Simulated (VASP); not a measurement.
Input for VASP

**POSCAR**
```
NaCl
1
    0.0000000000     2.8200000000     2.8200000000
    2.8200000000     0.0000000000     2.8200000000
    2.8200000000     2.8200000000     0.0000000000
Na Cl
1 1
Direct
  0.0000000000   0.0000000000   0.0000000000
  0.5000000000   0.5000000000   0.5000000000
```

File KPOINTS:
```
Automatic mesh
0
Gamma
6 6 6
0 0 0
```

INCAR:
```
SYSTEM = NaCl
PREC = Accurate
ENCUT = 400
EDIFF = 1E-6
NELM = 6
ALGO = Normal
LREAL = .FALSE.
LASPH = .TRUE.
ISMEAR = 0
SIGMA = 0.05
GGA = PE
LWAVE = .FALSE.
LCHARG = .FALSE.
ISIF = 2
```

POTCAR, in this order: Na_pv Cl (PBE.64 set). Program: vasp_std.

The run wrote:

File standard output:
```
 POSCAR found type information on POSCAR NaCl
 POSCAR found :  2 types and       2 ions
 Reading from existing POTCAR
 Reading from existing POTCAR
 LDA part: xc-table for (Slater+PW92), standard interpolation
 POSCAR, INCAR and KPOINTS ok, starting setup
 WAVECAR not read
 entering main loop
       N       E                     dE             d eps       ncg     rms          rms(c)
DAV:   1     0.921184996997E+02    0.92118E+02   -0.65174E+03   352   0.111E+03
DAV:   2     0.971865137011E+00   -0.91147E+02   -0.83302E+02   409   0.263E+02
DAV:   3    -0.680657676814E+01   -0.77784E+01   -0.77390E+01   415   0.791E+01
DAV:   4    -0.696925971328E+01   -0.16268E+00   -0.16258E+00   416   0.126E+01
DAV:   5    -0.697287960081E+01   -0.36199E-02   -0.36198E-02   433   0.180E+00    0.212E+00
DAV:   6    -0.678076890498E+01    0.19211E+00   -0.38836E-01   408   0.416E+00

 -----------------------------------------------------------------------------
|                                                                             |
|           W    W    AA    RRRRR   N    N  II  N    N   GGGG   !!!           |
|           W    W   A  A   R    R  NN   N  II  NN   N  G    G  !!!           |
|           W    W  A    A  R    R  N N  N  II  N N  N  G       !!!           |
|           W WW W  AAAAAA  RRRRR   N  N N  II  N  N N  G  GGG   !            |
|           WW  WW  A    A  R   R   N   NN  II  N   NN  G    G                |
|           W    W  A    A  R    R  N    N  II  N    N   GGGG   !!!           |
|                                                                             |
|     The electronic self-consistency was not achieved in the given           |
|     number of steps (NELM). The forces and other quantities evaluated       |
|     might not be reliable so examine the results carefully. If you find     |
|     spurious results, we suggest increasing NELM, if you were close to      |
|     convergence or switching to a different ALGO or adjusting the           |
|     density mixing parameters otherwise.                                    |
|                                                                             |
 -----------------------------------------------------------------------------

   1 F= -.67807689E+01 E0= -.67807689E+01  d E =-.599899E-12
```

OUTCAR:
```
------------------------ aborting loop EDIFF was not reached (unconverged)  ----------------------------
  FORCE on cell =-STRESS in cart. coord.  units (eV):
  Direction    XX          YY          ZZ          XY          YZ          ZX
  --------------------------------------------------------------------------------------
  Total        2.5544314      2.5544314      2.5544314     -0.0000000      0.0000000      0.0000000
  in kB       91.2488727     91.2488727     91.2488727     -0.0000000      0.0000000      0.0000000
  external PRESSURE =      91.2488727 kB  Pullay stress =       0.0000000 kB
  volume of cell :       44.85
      direct lattice vectors                 reciprocal lattice vectors
     0.000000000  2.820000000  2.820000000    -0.177304965  0.177304965  0.177304965
     2.820000000  0.000000000  2.820000000     0.177304965 -0.177304965  0.177304965
     2.820000000  2.820000000  0.000000000     0.177304965  0.177304965 -0.177304965
  FREE ENERGIE OF THE ION-ELECTRON SYSTEM (eV)
  ---------------------------------------------------
  free  energy   TOTEN  =        -6.7807689050 eV

  energy  without entropy=       -6.7807689050  energy(sigma->0) =       -6.78076890
```
(Selected blocks of OUTCAR.)

Q: From input and log, find the fault in this run and mend it.

A: The cause: NELM is too small, so the electronic loop ends before EDIFF is met. Convergence was not reached. Against the sound run, the energy per atom (σ→0) falls by 0.003 eV/atom; the pressure rises by 8.56 GPa; the band gap rises by 0.10 eV. To mend it, set NELM = 100.

The mended run (PBE GGA, plane waves, VASP's PBE PAW potentials (set 64)) converges, and its OSZICAR ends with
```
   1 F= -.67746105E+01 E0= -.67746105E+01  d E =-.131690E-13
```

The compound is NaCl in the rock salt structure. The cell was not relaxed at this level.
